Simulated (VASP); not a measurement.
VASP input:

POSCAR:
```
SnTe
1.0
  0.0000000000   3.1600000000   3.1600000000
  3.1600000000   0.0000000000   3.1600000000
  3.1600000000   3.1600000000   0.0000000000
Sn Te
1 1
Cartesian
  0.0000000000   0.0000000000   0.0000000000
  3.1600000000   3.1600000000   3.1600000000
```

### KPOINTS
```
Automatic mesh
0
Gamma
7 7 7
0 0 0
```

**INCAR**
```
SYSTEM=SnTe
PREC=Accurate; ENCUT=520; LREAL=.FALSE.
LASPH=.TRUE.
EDIFF=1E-6; NELM=100; ALGO=Normal
LMAXMIX=4
ISMEAR=0; SIGMA=0.05
GGA=PE
IBRION=2; NSW=60; ISIF=3
EDIFFG=-0.01
LWAVE=.FALSE.; LCHARG=.FALSE.
```

POTCAR, in this order: Sn_d Te (PBE.64 set). Program: vasp_std.

### Question
Translate this PBE calculation to Quantum ESPRESSO's pw.x.

### Answer
One equivalent input (not run):
```
&CONTROL
  calculation = 'vc-relax'
  pseudo_dir = './pseudo'
  outdir = './out'
  tprnfor = .true.
  tstress = .true.
  nstep = 60
  forc_conv_thr = 0.00039
/
&SYSTEM
  ibrav = 0
  nat = 2
  ntyp = 2
  ecutwfc = 82.3
  occupations = 'smearing'
  smearing = 'gaussian'
  degauss = 0.003675
  input_dft = 'pbe'
/
&ELECTRONS
  conv_thr = 7.3e-08
  electron_maxstep = 100
/
&IONS
/
&CELL
/
ATOMIC_SPECIES
  Sn 118.710 Sn.upf
  Te 127.600 Te.upf
CELL_PARAMETERS angstrom
     0.0000000    3.1600000    3.1600000
     3.1600000    0.0000000    3.1600000
     3.1600000    3.1600000    0.0000000
ATOMIC_POSITIONS crystal
  Sn   0.0000000  0.0000000  0.0000000
  Te   0.5000000  0.5000000  0.5000000
K_POINTS automatic
  7 7 7 0 0 0
```
The two are equivalent in intent, not identical: the potentials are each code's own (VASP's PAW set, PseudoDojo norm-conserving files in pw.x), so ENCUT and ecutwfc are chosen apart and not converted; conv_thr bounds pw.x's estimated SCF error, while EDIFF bounds the energy change between steps; forc_conv_thr acts on force components and is met together with etot_conv_thr.

The compound is SnTe in the rock salt structure, which distorts at low temperature. This run relaxes it. Symmetry was kept, so distortions that lower it aren't found.
